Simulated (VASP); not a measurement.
Input:

```yaml
crystal:
  lattice:
    - [0.00000, 2.92312, 2.92312]
    - [2.92312, 0.00000, 2.92312]
    - [11.89556, 11.89556, -0.20308]
  atoms:
    - { symbol: Sn, position: [0.02273, 0.02273, 0.98295] }
    - { symbol: Sn, position: [0.22727, 0.22727, 0.07955] }
    - { symbol: Ge, position: [0.97336, 0.97336, 0.26998] }
    - { symbol: Ge, position: [0.23328, 0.23328, 0.32504] }
    - { symbol: Ge, position: [0.99543, 0.99543, 0.50343] }
    - { symbol: Ge, position: [0.25457, 0.25457, 0.55907] }
    - { symbol: Ge, position: [0.01672, 0.01672, 0.73746] }
    - { symbol: Ge, position: [0.27664, 0.27664, 0.79252] }
```

Calculation: PBEsol GGA, VASP's PBE PAW potentials (set 64) (plane waves; VASP 6.6.1). Numerical set-up: 400 eV cut-off, 10×10×3 Γ-centred mesh, tetrahedra with Blöchl corrections, potentials Sn_d Ge_d.

The cores are frozen, which limits the accuracy of field gradients.

Problem. Give the principal components of the electric field gradient (V/Å²) and the asymmetry η at each nucleus.

Solution. 
```tsv
atom	Vxx	Vyy	Vzz	η
Sn1	-7.7	-7.7	15.4	0.00
Sn2	-7.7	-7.7	15.4	0.00
Ge3	-8.2	-8.2	16.3	0.00
Ge4	11.0	11.0	-22.0	0.00
Ge5	7.9	7.9	-15.8	0.00
Ge6	7.9	7.9	-15.8	0.00
Ge7	11.0	11.0	-22.0	0.00
Ge8	-8.2	-8.2	16.3	0.00
```

The structure was generated: Sn2Ge6 was put into an ordered model structure (R-3m), which need not be its known phase. It was relaxed first.
